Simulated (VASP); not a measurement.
Consider the following.

```
CELL_PARAMETERS angstrom
      4.60135     0.00000     0.00000
     -2.30068     3.98489     0.00000
      0.00000     0.00000     5.90006
ATOMIC_POSITIONS crystal
  Te 0.25916 0.00014 0.32859
  Te 0.99841 0.25880 0.67336
  Te 0.74243 0.74106 0.99804
```

Computed with LDA (Ceperley-Alder, Perdew-Zunger), VASP's LDA PAW potentials (set 64) (plane waves; VASP). Run with 300 eV cut-off, 6×6×4 Γ-centred mesh, Gaussian smearing of 0.10 eV, potentials Te.

Energy and stress use the plane-wave basis of the starting cell.

Question: The ions, cell shape and volume are relaxed. Predict the relaxed structure.

Answer: 
```
CELL_PARAMETERS angstrom
      4.27497    -0.00044     0.00106
     -2.13787     3.70179    -0.00119
     -0.00250     0.00252     5.95470
ATOMIC_POSITIONS crystal
  Te 0.28499 0.00005 0.33344
  Te 0.00006 0.28504 0.66648
  Te 0.71495 0.71491 0.00009
```
Space group P3_121 (152), at a tolerance of 0.03 Å.

Question: How do energy and volume change from the first to the last step?

Answer: The energy (σ→0) changes by -56.9 meV/atom and the volume by -12.9 %, in 12 ionic steps.

```tsv
step	E(σ→0) (eV)	max force (eV/Å)	pressure (GPa)	volume (Å³)
1	-11.2302	0.310	-2.71	108.18
2	-11.2864	0.649	1.48	98.91
3	-11.2973	0.466	0.13	101.40
4	-11.3317	0.384	0.07	99.81
5	-11.3814	0.319	0.51	95.03
6	-11.3976	0.049	-0.35	95.14
7	-11.3987	0.078	-0.19	95.12
8	-11.3998	0.058	-0.02	94.68
9	-11.4003	0.040	0.21	94.08
10	-11.4010	0.016	0.06	94.15
11	-11.4010	0.013	0.03	94.16
12	-11.4010	0.006	0.00	94.23
```

The structure comes from a computed database's Te entry; how it stands against other phases isn't given here. In the starting cell atoms are displaced from their ideal sites. This run relaxes it. The run is one of a series of settings (EDIFFG = -0.01, IBRION = 2, ISIF = 3, NSW = 50 against the base run), some of them coarse on purpose.
